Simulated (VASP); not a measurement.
A run of VASP 6.6.1 is set up as follows.

INCAR

```
SYSTEM = Mg6SiSb
  PREC = Accurate
  ENCUT = 520
  EDIFF = 1E-7
  ISMEAR = 1
  SIGMA = 0.2
  LREAL = .False.
  LASPH = .True.
  NELM = 60
  ALGO = Normal
  ISIF = 2
  LWAVE = .False.
  LCHARG = .True.
  METAGGA = SCAN
  LMIXTAU = .True.
  LUSE_VDW = .True.
  IVDW_NL = 2
  BPARAM = 15.7
  CPARAM = 0.0093
  LVHAR = .True.
  NBANDS = 34
```

The input KPOINTS:

```
regular mesh
0
Gamma
  5 5 5
  0 0 0
```

Contents of POSCAR:

```
Mg6SiSb
1.0
    5.1199020000     -0.0821590000      0.0618860000
    0.0216860000      3.0704370000      5.8720500000
    0.1170100000     -2.8804890000      5.7737150000
Sb Si Mg
1 1 6
Direct
    0.5000000000      0.6434210000      0.6434210000
    0.0000000000      0.8780390000      0.8780390000
    0.5000000000      0.1717850000      0.1717850000
    0.5000000000      0.6624810000      0.1469590000
    0.5000000000      0.1469590000      0.6624810000
    0.0000000000      0.3281680000      0.3281680000
    0.0000000000      0.8369930000      0.3321550000
    0.0000000000      0.3321550000      0.8369930000
```

Potentials or basis: VASP PAW PBE potentials, release 64 (Sb, Si, Mg).

Command:

```console
$ cat potpaw_PBE.64/Sb/POTCAR potpaw_PBE.64/Si/POTCAR potpaw_PBE.64/Mg/POTCAR > POTCAR
$ mpirun -np 1 vasp_std > vasp.out
```

Question: Estimate the band gap on the k mesh.

Answer: None (metal or under the smearing width).

Question: Predict the largest force.

Answer: 0.207 eV/Å.

Question: Estimate the pressure.

Answer: -1.0 GPa.

Stress tensor (GPa, compression positive):
```
-1.57  0.60 -0.41
 0.60 -0.17 -0.50
-0.41 -0.50 -1.37
```

Caveat: the PAW data sets were made with another functional, which shifts forces and pressure a little; pairwise dispersion overbinds metals, which lowers pressure and volume. The run has no spin-orbit coupling, so splittings on Sb are missing.
